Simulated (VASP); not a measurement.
Consider the following.

```xyz
6
Lattice="3.2041 0.0000 0.0000 -1.6021 2.7748 0.0000 0.0000 0.0000 13.1432" Properties=species:S:1:pos:R:3 pbc="T T T"
Mo     0.0000     0.0000     3.4141
Mo     0.0000     0.0000     9.7291
Se     1.6021     0.9249    11.4290
Se     0.0000     1.8499     1.7142
S      0.0000     1.8499     4.9385
S      1.6021     0.9249     8.2047
```

Method: PBEsol GGA, VASP's PBE PAW potentials (set 64) (plane waves; VASP). Numerical set-up: 400 eV cut-off, 9×9×2 Γ-centred mesh, tetrahedra with Blöchl corrections, potentials Mo_sv Se S.

Without a dispersion term in the relaxation, distances and binding between the weakly bound layers, chains or molecules are unreliable, and so is what depends on them.

Question: Estimate the energy per atom (σ→0).

Answer: 
| Property | Value |
|---|---|
| energy per atom (σ→0) | -7.499 eV/atom |

Only differences to runs with the same potentials and settings are physical.

The structure comes from a computed database's MoSeS entry (P-3m1); how it stands against other phases isn't given here. It was relaxed first, which changed the volume by -6 %.
